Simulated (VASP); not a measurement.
Output of a VASP run:

OSZICAR:
```
       N       E                     dE             d eps       ncg     rms          rms(c)
DAV:   1     0.511001405108E+02    0.51100E+02   -0.26278E+03   752   0.643E+02
DAV:   2     0.334358051348E+01   -0.47757E+02   -0.47107E+02  1016   0.116E+02
DAV:   3    -0.885743398070E+00   -0.42293E+01   -0.42273E+01   760   0.422E+01
DAV:   4    -0.938321160292E+00   -0.52578E-01   -0.52566E-01  1400   0.583E+00
DAV:   5    -0.938394616652E+00   -0.73456E-04   -0.73426E-04   928   0.124E-01    0.132E-01
RMM:   6    -0.938073249773E+00    0.32137E-03   -0.90466E-04   752   0.191E-01    0.903E-02
RMM:   7    -0.938284532291E+00   -0.21128E-03   -0.35683E-03   752   0.368E-01    0.338E-02
RMM:   8    -0.938324270530E+00   -0.39738E-04   -0.15637E-04   783   0.944E-02    0.599E-03
RMM:   9    -0.938326498145E+00   -0.22276E-05   -0.45349E-05   709   0.374E-02
   1 F= -.93832650E+00 E0= -.93750320E+00  d E =-.938326E+00
```

**OUTCAR**
```
------------------------ aborting loop because EDIFF is reached ----------------------------------------
  FORCE on cell =-STRESS in cart. coord.  units (eV):
  Direction    XX          YY          ZZ          XY          YZ          ZX
  --------------------------------------------------------------------------------------
  Total        0.0059806      0.0059806      0.0059806      0.0000000      0.0000000      0.0000000
  in kB        0.0885313      0.0885313      0.0885313      0.0000000      0.0000000      0.0000000
  external PRESSURE =       0.0885313 kB  Pullay stress =       0.0000000 kB
  volume of cell :      108.23
      direct lattice vectors                 reciprocal lattice vectors
    -3.002148355  3.002148355  3.002148355     0.000000000  0.166547399  0.166547399
     3.002148355 -3.002148355  3.002148355     0.166547399  0.000000000  0.166547399
     3.002148355  3.002148355 -3.002148355     0.166547399  0.166547399  0.000000000
 POSITION                                       TOTAL-FORCE (eV/Angst)
 -----------------------------------------------------------------------------------
      0.00000      0.00000      0.00000         0.000000     -0.000000      0.000000
 -----------------------------------------------------------------------------------
    total drift:                                0.000000     -0.000000     -0.000000
  FREE ENERGIE OF THE ION-ELECTRON SYSTEM (eV)
  ---------------------------------------------------
  free  energy   TOTEN  =        -0.9383264981 eV

  energy  without entropy=       -0.9358566090  energy(sigma->0) =       -0.93750320

 reached required accuracy - stopping structural energy minimisation
```
(Selected blocks of OUTCAR.)

File POSCAR:
```
Cs
1
   -3.0021483552     3.0021483552     3.0021483552
    3.0021483552    -3.0021483552     3.0021483552
    3.0021483552     3.0021483552    -3.0021483552
Cs
1
Direct
  0.0000000000   0.0000000000   0.0000000000
```

Q: Write an INCAR and KPOINTS that could have produced this output.

A: This is not unique; one that fits is the input of the run itself, PBEsol GGA, plane waves, VASP's PBE PAW potentials (set 64).

### KPOINTS
```
Automatic mesh
0
G
  10 10 10
```

### INCAR
```
ALGO=Fast
EDIFF=1E-5
EDIFFG=-0.03
ENCUT=400
GGA=PS
IBRION=2
ISIF=2
ISMEAR=1
LASPH=.TRUE.
LCHARG=.FALSE.
LMAXMIX=4
LREAL=.FALSE.
LWAVE=.FALSE.
NELM=100
NELMIN=4
NSW=20
PREC=Normal
SIGMA=0.1
SYSTEM=Cs
```

POTCAR, in this order: Cs_sv (PBE.64 set). Program: vasp_std.

The compound is Cs in the bcc structure. It was relaxed first.
